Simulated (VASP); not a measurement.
# SnPPt with LDA: from relaxation to properties, part 4 of 5

Wanted: the relaxed cell of SnPPt and its properties. The cell is invented: it takes the structure of a Materials Project entry for SrPPt (space group 187 there), with some of its atoms replaced by other elements, volume scaled by an estimate. It may not be a known or stable phase.

VASP 6.6.1; LDA; plane waves and PAW (Pt, Sn_d, P); invented cell.

Still holding for the runs below: This run has no spin polarisation. Its electron count is odd, so without a moment it is a metal by construction. The k-mesh is coarse for a metal.

So far. Step 5 (Band structure (LDA)): There is no gap at this level. Step 6 (Density of states (LDA)): The finer mesh and the other smearing move the Fermi level by +0.06 eV from the 7×7×5 run, one measure of the sampling error in the zero of the bands above. Of the states within 0.3 eV of the Fermi level, the largest shares in the PAW spheres are Pt d 27 %, P p 16 % and Pt p 8 %. The rest lies in smaller channels or between the spheres.

## Step 7: Volume scan with LDA, volume scale 0.94

An equation of state needs energies on both sides of the minimum, all on one mesh and cutoff.

Input file INCAR:

```
SYSTEM = SnPPt
PREC = Accurate
ENCUT = 400
EDIFF = 1E-06
NELM = 100
ISMEAR = 0
SIGMA = 0.05
LREAL = .FALSE.
ALGO = Normal
GGA = CA
NBANDS = 20
LORBIT = 11
LWAVE = .FALSE.
LCHARG = .FALSE.
ISIF = 2
```

Input file POSCAR:

```
SnPPt
1.0
    3.8920218784      0.0000000147      0.0000000000
   -1.9460114037      3.3705904287      0.0000000000
    0.0000000000      0.0000000000      4.2659051246
Pt Sn P
1 1 1
Direct
    0.0000000000      0.0000000000      0.5000000000
    0.6666666700      0.3333333300      0.0000000000
    0.3333333300      0.6666666700      0.5000000000
```

Input file KPOINTS:

```
Automatic mesh
0
Gamma
7 7 5
0 0 0
```

The projector-augmented-wave data sets are Pt, Sn_d and P (LDA family, release 64).

Started as:

```bash
$ mpirun -np 1 vasp_std
```

The log of the run:

```text
[... set-up lines as in an earlier step ...]
 entering main loop
       N       E                     dE             d eps       ncg     rms          rms(c)
DAV:   1     0.213720018471E+03    0.21372E+03   -0.12158E+04   992   0.162E+03
DAV:   2     0.122270820179E+01   -0.21250E+03   -0.20359E+03   992   0.428E+02
DAV:   3    -0.186200114959E+02   -0.19843E+02   -0.19353E+02  1144   0.113E+02
DAV:   4    -0.192483035700E+02   -0.62829E+00   -0.62645E+00  1076   0.205E+01
DAV:   5    -0.192662481663E+02   -0.17945E-01   -0.17943E-01  1224   0.368E+00    0.156E+01
DAV:   6    -0.186887594730E+02    0.57749E+00   -0.36684E+00  1044   0.125E+01    0.807E+00
DAV:   7    -0.185775621042E+02    0.11120E+00   -0.68671E-01  1080   0.659E+00    0.426E+00
DAV:   8    -0.185408171173E+02    0.36745E-01   -0.90471E-02  1088   0.208E+00    0.673E-01
DAV:   9    -0.185395693046E+02    0.12478E-02   -0.73810E-03  1188   0.708E-01    0.215E-01
DAV:  10    -0.185394430754E+02    0.12623E-03   -0.11920E-03  1084   0.284E-01    0.782E-02
DAV:  11    -0.185394115018E+02    0.31574E-04   -0.19172E-04  1120   0.115E-01    0.313E-02
DAV:  12    -0.185394120397E+02   -0.53798E-06   -0.18789E-05  1108   0.389E-02    0.179E-02
DAV:  13    -0.185394104403E+02    0.15995E-05   -0.28308E-06   908   0.154E-02    0.461E-03
DAV:  14    -0.185394103729E+02    0.67400E-07   -0.55491E-07   536   0.486E-03
   1 F= -.18539410E+02 E0= -.18537139E+02  d E =-.454349E-02
```

Elapsed: 15 s, on 1 MPI rank of Intel Xeon Platinum 8488C (Sapphire Rapids), shared host; peak memory 0.15 GiB.

OUTCAR, selected parts (step 7):

```text
   ENCUT  =  400.0 eV  29.40 Ry    5.42 a.u.   6.35  6.35  6.96*2*pi/ulx,y,z

   NELECT =      29.0000    total number of electrons

 E-fermi :   9.2140

 k-point     1 :       0.0000    0.0000    0.0000
  band No.  band energies     occupation
    ...
      9       2.6001      2.00000
     10       5.2748      2.00000
     11       5.8400      2.00000
     12       5.8400      2.00000
     13       7.8562      2.00000
     14      11.5472      0.00000
     15      11.5472      0.00000
     16      11.9634      0.00000
     17      12.8298      0.00000
     18      12.8298      0.00000
    ...

  Total        3.6429782      3.6429795      2.0131540     -0.0000005     -0.0000000     -0.0000000
  in kB      104.2976928    104.2977310     57.6361730     -0.0000140     -0.0000000     -0.0000000
  external PRESSURE =      88.7438656 kB  Pullay stress =       0.0000000 kB

 POSITION                                       TOTAL-FORCE (eV/Angst)
 -----------------------------------------------------------------------------------
      0.00000      0.00000      2.13295         0.000000     -0.000000      0.000000
      1.94601      1.12353      0.00000        -0.000000      0.000000      0.000000
     -0.00000      2.24706      2.13295        -0.000000      0.000000      0.000000
 -----------------------------------------------------------------------------------
    total drift:                               -0.000006      0.000010     -0.000000

  FREE ENERGIE OF THE ION-ELECTRON SYSTEM (eV)
  ---------------------------------------------------
  free  energy   TOTEN  =       -18.5394103729 eV

  energy  without entropy=      -18.5348668809  energy(sigma->0) =      -18.53713863

[... 3 parts as in an earlier step ...]

[... 13 further parts left out ...]
```

The scan keeps the cell's shape and the fractional positions fixed.

This step gave:

| Property | Result |
| --- | --- |
| bands | 20 |
| irreducible k-points | 24 |
| free energy (TOTEN) | -18.54 eV |
| energy at zero smearing | -18.54 eV |
| Fermi energy | 9.214 eV |
| pressure | 8.874 GPa |

The pressure here is 8.87 GPa.

## Step 8: Volume scan with LDA, volume scale 0.96

INCAR is that of step 7.

Input file POSCAR:

```
SnPPt
1.0
    3.9194313862      0.0000000148      0.0000000000
   -1.9597161609      3.3943277631      0.0000000000
    0.0000000000      0.0000000000      4.2959476998
Pt Sn P
1 1 1
Direct
    0.0000000000      0.0000000000      0.5000000000
    0.6666666700      0.3333333300      0.0000000000
    0.3333333300      0.6666666700      0.5000000000
```

KPOINTS is that of step 7.

Started as:

```bash
$ mpirun -np 1 vasp_std
```

The log of the run:

```text
[... set-up lines as in an earlier step ...]
 entering main loop
       N       E                     dE             d eps       ncg     rms          rms(c)
DAV:   1     0.212793019325E+03    0.21279E+03   -0.12119E+04  1000   0.162E+03
DAV:   2     0.115674883281E+01   -0.21164E+03   -0.20168E+03  1008   0.421E+02
DAV:   3    -0.186614285152E+02   -0.19818E+02   -0.19014E+02  1144   0.113E+02
DAV:   4    -0.192863748640E+02   -0.62495E+00   -0.62320E+00  1096   0.203E+01
DAV:   5    -0.193036485144E+02   -0.17274E-01   -0.17271E-01  1300   0.361E+00    0.149E+01
DAV:   6    -0.187425858951E+02    0.56106E+00   -0.37246E+00  1068   0.125E+01    0.772E+00
DAV:   7    -0.186314043044E+02    0.11118E+00   -0.70113E-01  1068   0.655E+00    0.413E+00
DAV:   8    -0.185951851744E+02    0.36219E-01   -0.88680E-02  1128   0.203E+00    0.652E-01
DAV:   9    -0.185938688389E+02    0.13163E-02   -0.81999E-03  1156   0.734E-01    0.212E-01
DAV:  10    -0.185937306759E+02    0.13816E-03   -0.11546E-03  1092   0.294E-01    0.721E-02
DAV:  11    -0.185937031470E+02    0.27529E-04   -0.15013E-04  1120   0.107E-01    0.284E-02
DAV:  12    -0.185937040771E+02   -0.93011E-06   -0.10854E-05  1196   0.311E-02    0.146E-02
DAV:  13    -0.185937031224E+02    0.95465E-06   -0.13131E-06   644   0.116E-02
   1 F= -.18593703E+02 E0= -.18591635E+02  d E =-.413651E-02
```

The job ended after 16 s (1 MPI rank; peak memory 0.15 GiB).

Parts of OUTCAR (step 8):

```text
   ENCUT  =  400.0 eV  29.40 Ry    5.42 a.u.   6.39  6.39  7.01*2*pi/ulx,y,z

   NELECT =      29.0000    total number of electrons

 E-fermi :   8.9026

 k-point     1 :       0.0000    0.0000    0.0000
  band No.  band energies     occupation
    ...
      9       2.4519      2.00000
     10       5.0737      2.00000
     11       5.6230      2.00000
     12       5.6230      2.00000
     13       7.5119      2.00000
     14      11.2147      0.00000
     15      11.2147      0.00000
     16      11.6395      0.00000
     17      12.4393      0.00000
     18      12.4393      0.00000
    ...

  Total        2.3488043      2.3488051      1.2872633     -0.0000003     -0.0000000      0.0000000
  in kB       65.8448153     65.8448394     36.0862834     -0.0000088     -0.0000000      0.0000000
  external PRESSURE =      55.9253127 kB  Pullay stress =       0.0000000 kB

 POSITION                                       TOTAL-FORCE (eV/Angst)
 -----------------------------------------------------------------------------------
      0.00000      0.00000      2.14797        -0.000000      0.000000      0.000000
      1.95972      1.13144      0.00000         0.000000     -0.000000      0.000000
     -0.00000      2.26289      2.14797        -0.000000      0.000000      0.000000
 -----------------------------------------------------------------------------------
    total drift:                               -0.000006      0.000010     -0.000000

  FREE ENERGIE OF THE ION-ELECTRON SYSTEM (eV)
  ---------------------------------------------------
  free  energy   TOTEN  =       -18.5937031224 eV

  energy  without entropy=      -18.5895666165  energy(sigma->0) =      -18.59163487

[... 3 parts as in an earlier step ...]

[... 13 further parts left out ...]
```

This step gave:

| Quantity | Value |
| --- | --- |
| SCF cycles | 13 |
| free energy (TOTEN) | -18.59 eV |
| energy at zero smearing | -18.59 eV |
| Fermi energy | 8.903 eV |
| pressure | 5.593 GPa |

The pressure falls from 8.87 to 5.59 GPa.

The run ends at a pressure of 5.59 GPa.

## Step 9: Volume scan with LDA, volume scale 0.98

INCAR is that of step 8.

Input file POSCAR:

```
SnPPt
1.0
    3.9464628017      0.0000000149      0.0000000000
   -1.9732318719      3.4177376599      0.0000000000
    0.0000000000      0.0000000000      4.3255758616
Pt Sn P
1 1 1
Direct
    0.0000000000      0.0000000000      0.5000000000
    0.6666666700      0.3333333300      0.0000000000
    0.3333333300      0.6666666700      0.5000000000
```

KPOINTS is that of step 8.

Started as:

```bash
$ mpirun -np 1 vasp_std
```

The log of the run:

```text
[... set-up lines as in an earlier step ...]
 entering main loop
       N       E                     dE             d eps       ncg     rms          rms(c)
DAV:   1     0.209994290137E+03    0.20999E+03   -0.12295E+04   996   0.164E+03
DAV:   2     0.106498565917E+01   -0.20893E+03   -0.19986E+03  1016   0.407E+02
DAV:   3    -0.186607476458E+02   -0.19726E+02   -0.18943E+02  1124   0.112E+02
DAV:   4    -0.193009870018E+02   -0.64024E+00   -0.63856E+00  1096   0.207E+01
[...]
DAV:  10    -0.186250039000E+02    0.14012E-03   -0.10597E-03  1096   0.294E-01    0.689E-02
DAV:  11    -0.186249815743E+02    0.22326E-04   -0.11456E-04  1128   0.947E-02    0.265E-02
DAV:  12    -0.186249825315E+02   -0.95717E-06   -0.76486E-06  1128   0.245E-02
   1 F= -.18624983E+02 E0= -.18623062E+02  d E =-.384099E-02
```

Elapsed: 14 s, on 1 MPI rank; peak memory 0.15 GiB.

From OUTCAR (step 9):

```text
  Total        1.1181225      1.1181229      0.6073468     -0.0000001     -0.0000000      0.0000000
  in kB       30.7050148     30.7050260     16.6784876     -0.0000041     -0.0000000      0.0000000
  external PRESSURE =      26.0295095 kB  Pullay stress =       0.0000000 kB

 POSITION                                       TOTAL-FORCE (eV/Angst)
 -----------------------------------------------------------------------------------
      0.00000      0.00000      2.16279        -0.000000     -0.000000      0.000000
      1.97323      1.13925      0.00000         0.000000     -0.000000      0.000000
     -0.00000      2.27849      2.16279        -0.000000      0.000000      0.000000
 -----------------------------------------------------------------------------------
    total drift:                               -0.000006      0.000010     -0.000000

  FREE ENERGIE OF THE ION-ELECTRON SYSTEM (eV)
  ---------------------------------------------------
  free  energy   TOTEN  =       -18.6249825315 eV

  energy  without entropy=      -18.6211415454  energy(sigma->0) =      -18.62306204

[... 1 part as in an earlier step ...]

[... 2 further parts left out ...]
[key lines of the parts left out:]
E-fermi :   8.6093
```

The pressure falls from 5.59 to 2.60 GPa.

The run ends at a pressure of 2.60 GPa.

## Step 10: Volume scan with LDA, volume scale 1

INCAR is that of step 9.

Input file POSCAR:

```
SnPPt
1.0
    3.9731288998      0.0000000150      0.0000000000
   -1.9865649241      3.4408311824      0.0000000000
    0.0000000000      0.0000000000      4.3548036121
Pt Sn P
1 1 1
Direct
    0.0000000000      0.0000000000      0.5000000000
    0.6666666700      0.3333333300      0.0000000000
    0.3333333300      0.6666666700      0.5000000000
```

KPOINTS is that of step 9.

Started as:

```bash
$ mpirun -np 1 vasp_std
```

The log of the run:

```text
[... set-up lines as in an earlier step ...]
 entering main loop
       N       E                     dE             d eps       ncg     rms          rms(c)
[... 12 cycles as in an earlier step ...]
   1 F= -.18635569E+02 E0= -.18633717E+02  d E =-.370291E-02
```

It took 14 s on 1 MPI rank; peak memory 0.15 GiB.

Parts of OUTCAR (step 10):

```text
[... 6 parts as in an earlier step ...]

[... 1 further part left out ...]
[key lines of the parts left out:]
E-fermi :   8.3305
```

The pressure falls from 2.60 to -0.02 GPa.

The run ends at a pressure of -0.02 GPa.

## Step 11: Volume scan with LDA, volume scale 1.02

INCAR is that of step 10.

Input file POSCAR:

```
SnPPt
1.0
    3.9994417785      0.0000000151      0.0000000000
   -1.9997213666      3.4636188080      0.0000000000
    0.0000000000      0.0000000000      4.3836442116
Pt Sn P
1 1 1
Direct
    0.0000000000      0.0000000000      0.5000000000
    0.6666666700      0.3333333300      0.0000000000
    0.3333333300      0.6666666700      0.5000000000
```

KPOINTS is that of step 10.

Started as:

```bash
$ mpirun -np 1 vasp_std
```

The log of the run:

```text
[... set-up lines as in an earlier step ...]
 entering main loop
       N       E                     dE             d eps       ncg     rms          rms(c)
DAV:   1     0.211621552258E+03    0.21162E+03   -0.12254E+04  1012   0.157E+03
DAV:   2     0.214462372027E+01   -0.20948E+03   -0.20004E+03  1004   0.423E+02
DAV:   3    -0.185641552672E+02   -0.20709E+02   -0.19949E+02  1120   0.114E+02
DAV:   4    -0.192706779476E+02   -0.70652E+00   -0.70200E+00  1092   0.215E+01
[...]
DAV:  10    -0.186275626121E+02    0.12839E-03   -0.96020E-04  1096   0.294E-01    0.667E-02
DAV:  11    -0.186275438912E+02    0.18721E-04   -0.98238E-05  1108   0.838E-02    0.241E-02
DAV:  12    -0.186275448827E+02   -0.99155E-06   -0.63386E-06  1144   0.186E-02
   1 F= -.18627545E+02 E0= -.18625727E+02  d E =-.363478E-02
```

Wall time 15 s (1 MPI rank); peak memory 0.15 GiB.

Parts of OUTCAR (step 11):

```text
  Total       -1.0593148     -1.0593152     -0.5882526      0.0000001      0.0000000      0.0000000
  in kB      -27.9492939    -27.9493042    -15.5206413      0.0000037      0.0000000      0.0000000
  external PRESSURE =     -23.8064131 kB  Pullay stress =       0.0000000 kB

 POSITION                                       TOTAL-FORCE (eV/Angst)
 -----------------------------------------------------------------------------------
      0.00000      0.00000      2.19182         0.000000     -0.000000      0.000000
      1.99972      1.15454      0.00000        -0.000000      0.000000      0.000000
     -0.00000      2.30908      2.19182        -0.000000     -0.000000      0.000000
 -----------------------------------------------------------------------------------
    total drift:                               -0.000005      0.000009      0.000000

  FREE ENERGIE OF THE ION-ELECTRON SYSTEM (eV)
  ---------------------------------------------------
  free  energy   TOTEN  =       -18.6275448827 eV

  energy  without entropy=      -18.6239101037  energy(sigma->0) =      -18.62572749

[... 1 part as in an earlier step ...]

[... 2 further parts left out ...]
[key lines of the parts left out:]
E-fermi :   8.0644
```

The pressure falls from -0.02 to -2.38 GPa.

The run ends at a pressure of -2.38 GPa.

## Step 12: Volume scan with LDA, volume scale 1.04

INCAR is that of step 11.

Input file POSCAR:

```
SnPPt
1.0
    4.0254129074      0.0000000152      0.0000000000
   -2.0127069342      3.4861104694      0.0000000000
    0.0000000000      0.0000000000      4.4121102314
Pt Sn P
1 1 1
Direct
    0.0000000000      0.0000000000      0.5000000000
    0.6666666700      0.3333333300      0.0000000000
    0.3333333300      0.6666666700      0.5000000000
```

KPOINTS is that of step 11.

Started as:

```bash
$ mpirun -np 1 vasp_std
```

The log of the run:

```text
[... set-up lines as in an earlier step ...]
 entering main loop
       N       E                     dE             d eps       ncg     rms          rms(c)
DAV:   1     0.201848802785E+03    0.20185E+03   -0.12276E+04  1000   0.156E+03
DAV:   2     0.101091186113E+00   -0.20175E+03   -0.19227E+03   996   0.396E+02
DAV:   3    -0.186391579135E+02   -0.18740E+02   -0.18091E+02  1168   0.109E+02
DAV:   4    -0.192353424990E+02   -0.59618E+00   -0.59311E+00  1060   0.199E+01
[...]
DAV:  11    -0.186029432139E+02    0.19470E-04   -0.10332E-04  1088   0.840E-02    0.235E-02
DAV:  12    -0.186029442398E+02   -0.10258E-05   -0.63615E-06  1124   0.190E-02    0.982E-03
DAV:  13    -0.186029438482E+02    0.39156E-06   -0.71569E-07   560   0.883E-03
   1 F= -.18602944E+02 E0= -.18601135E+02  d E =-.361735E-02
```

Wall time 16 s (1 MPI rank); peak memory 0.15 GiB.

From OUTCAR (step 12):

```text
  Total       -2.0169102     -2.0169109     -1.1181561      0.0000003     -0.0000000     -0.0000000
  in kB      -52.1914314    -52.1914505    -28.9344405      0.0000070     -0.0000000     -0.0000000
  external PRESSURE =     -44.4391075 kB  Pullay stress =       0.0000000 kB

 POSITION                                       TOTAL-FORCE (eV/Angst)
 -----------------------------------------------------------------------------------
      0.00000      0.00000      2.20606         0.000000     -0.000000      0.000000
      2.01271      1.16204      0.00000        -0.000000      0.000000      0.000000
     -0.00000      2.32407      2.20606         0.000000      0.000000      0.000000
 -----------------------------------------------------------------------------------
    total drift:                               -0.000005      0.000009     -0.000000

  FREE ENERGIE OF THE ION-ELECTRON SYSTEM (eV)
  ---------------------------------------------------
  free  energy   TOTEN  =       -18.6029438482 eV

  energy  without entropy=      -18.5993264988  energy(sigma->0) =      -18.60113517

[... 1 part as in an earlier step ...]

[... 2 further parts left out ...]
[key lines of the parts left out:]
E-fermi :   7.8096
```

The pressure falls from -2.38 to -4.44 GPa.

The run ends at a pressure of -4.44 GPa.

## Step 13: Volume scan with LDA, volume scale 1.06

A prediction first. A parabola through the 6 pressures of evenly scaled cells so far, P = -0.03 -124.7 t +311 t² GPa with t = ln(V/V₁) and V₁ the volume at scale 1, gives -6.24 GPa at t = +0.0583.

INCAR is that of step 12.

Input file POSCAR:

```
SnPPt
1.0
    4.0510531714      0.0000000153      0.0000000000
   -2.0255270692      3.5083155934      0.0000000000
    0.0000000000      0.0000000000      4.4402136020
Pt Sn P
1 1 1
Direct
    0.0000000000      0.0000000000      0.5000000000
    0.6666666700      0.3333333300      0.0000000000
    0.3333333300      0.6666666700      0.5000000000
```

KPOINTS is that of step 12.

Started as:

```bash
$ mpirun -np 1 vasp_std
```

The log of the run:

```text
[... set-up lines as in an earlier step ...]
 entering main loop
       N       E                     dE             d eps       ncg     rms          rms(c)
DAV:   1     0.208065701098E+03    0.20807E+03   -0.12206E+04   992   0.157E+03
DAV:   2     0.836841746363E+00   -0.20723E+03   -0.19812E+03  1012   0.410E+02
DAV:   3    -0.185645257225E+02   -0.19401E+02   -0.18831E+02  1156   0.112E+02
DAV:   4    -0.191821156307E+02   -0.61759E+00   -0.61611E+00  1056   0.205E+01
[...]
DAV:  11    -0.185634935413E+02    0.23040E-04   -0.12850E-04  1096   0.920E-02    0.238E-02
DAV:  12    -0.185634946948E+02   -0.11535E-05   -0.81066E-06  1180   0.236E-02    0.109E-02
DAV:  13    -0.185634941283E+02    0.56645E-06   -0.10777E-06   588   0.114E-02
   1 F= -.18563494E+02 E0= -.18561655E+02  d E =-.367922E-02
```

Elapsed: 16 s, on 1 MPI rank; peak memory 0.16 GiB.

From OUTCAR (step 13):

```text
  Total       -2.9195521     -2.9195532     -1.6298110      0.0000004      0.0000000     -0.0000000
  in kB      -74.1235743    -74.1236014    -41.3787507      0.0000099      0.0000000     -0.0000000
  external PRESSURE =     -63.2086421 kB  Pullay stress =       0.0000000 kB

 POSITION                                       TOTAL-FORCE (eV/Angst)
 -----------------------------------------------------------------------------------
      0.00000      0.00000      2.22011        -0.000000     -0.000000      0.000000
      2.02553      1.16944      0.00000         0.000000     -0.000000      0.000000
     -0.00000      2.33888      2.22011         0.000000      0.000000      0.000000
 -----------------------------------------------------------------------------------
    total drift:                               -0.000006      0.000009     -0.000000

  FREE ENERGIE OF THE ION-ELECTRON SYSTEM (eV)
  ---------------------------------------------------
  free  energy   TOTEN  =       -18.5634941283 eV

  energy  without entropy=      -18.5598149110  energy(sigma->0) =      -18.56165452

[... 1 part as in an earlier step ...]

[... 2 further parts left out ...]
[key lines of the parts left out:]
E-fermi :   7.5655
```

The pressure falls from -4.44 to -6.32 GPa. The parabola predicted -6.24 GPa, +0.08 GPa off.

## Step 14: Comparing the runs

Times are for 1 MPI rank of Intel Xeon Platinum 8488C (Sapphire Rapids), shared host. The series side by side:

| no. | volume scale | energy above the lowest point (meV/atom) | pressure (GPa) | time | memory (GiB) |
| --- | --- | --- | --- | --- | --- |
| 1 | 0.94 | 32.19 | 8.874 | 15 s | 0.15 |
| 2 | 0.96 | 14.03 | 5.593 | 16 s | 0.15 |
| 3 | 0.98 | 3.55 | 2.603 | 14 s | 0.15 |
| 4 | 1 | 0 | -0.02189 | 14 s | 0.15 |
| 5 | 1.02 | 2.66 | -2.381 | 15 s | 0.15 |
| 6 | 1.04 | 10.86 | -4.444 | 16 s | 0.15 |
| 7 | 1.06 | 24.02 | -6.321 | 16 s | 0.16 |

[end of part 4 of 5]

[Lines on the potential files, build, host, timing and source positions are cut from VASP's logs without a mark.]

[Logs are printed without paths, hosts, clocks, repeated set-up lines and the standing remarks that a program may print on its own settings, such as how far it seeks lower states.]

[Hosts, paths, dates, database ids (printed as entryN), source tags and the programs' standing remarks are cut or masked in the printed files.]

[A measured line is paired with the nearest computed mode of its activity, which favours agreement.]
